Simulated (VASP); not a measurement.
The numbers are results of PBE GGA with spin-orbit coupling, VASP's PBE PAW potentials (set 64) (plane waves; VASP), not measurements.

VASP ran on this input.

POSCAR:
```
InP
1
    0.0000000000     2.9743299724     2.9743299724
    2.9743299724     0.0000000000     2.9743299724
    2.9743299724     2.9743299724     0.0000000000
In P
1 1
Direct
  0.0000000000   0.0000000000   0.0000000000
  0.2500000000   0.2500000000   0.2500000000
```

**KPOINTS**
```
Automatic
0
gamma
 6 6 6
0 0 0
```

INCAR:
```
# general
SYSTEM     = InP
PREC       = Accurate
ENCUT      = 350
LREAL      = .False.
LASPH      = .True.

# electronic loop
EDIFF      = 1E-6
NELM       = 100
ALGO       = Normal
LMAXMIX    = 4

# smearing
ISMEAR     = 0
SIGMA      = 0.05

# functional
GGA        = PE
GGA_COMPAT = .False.

# spin
MAGMOM     = 6*0
LSORBIT    = .True.

# output
LWAVE      = .True.
LCHARG     = .False.
```

POTCAR, in this order: In_d P (PBE.64 set). Program: vasp_ncl.

Problem. Predict the energy per atom (σ→0), band gap (on the k-mesh).

Solution. 
* **energy per atom (σ→0)**: -4.215 eV/atom
* **band gap (on the k-mesh)**: 0.44 eV

### OSZICAR
```
...
DAV:   7    -0.842865663165E+01    0.18667E-01   -0.26703E-01  1752   0.391E+00    0.137E+00
DAV:   8    -0.842803223565E+01    0.62440E-03   -0.19408E-02  1626   0.213E+00    0.752E-01
DAV:   9    -0.842870909481E+01   -0.67686E-03   -0.20180E-03  1238   0.374E-01    0.210E-01
DAV:  10    -0.842884130574E+01   -0.13221E-03   -0.13455E-03  1602   0.668E-01    0.116E-01
DAV:  11    -0.842899899746E+01   -0.15769E-03   -0.44805E-04  1324   0.279E-01    0.184E-02
DAV:  12    -0.842900187528E+01   -0.28778E-05   -0.28369E-05  1566   0.511E-02    0.179E-02
DAV:  13    -0.842900284036E+01   -0.96508E-06   -0.44921E-06  1296   0.178E-02
   1 F= -.84290028E+01 E0= -.84290028E+01  d E =-.207840E-11  mag=    -0.0000     0.0000     0.0000
```

The compound is InP in the zinc blende structure. It was relaxed first.
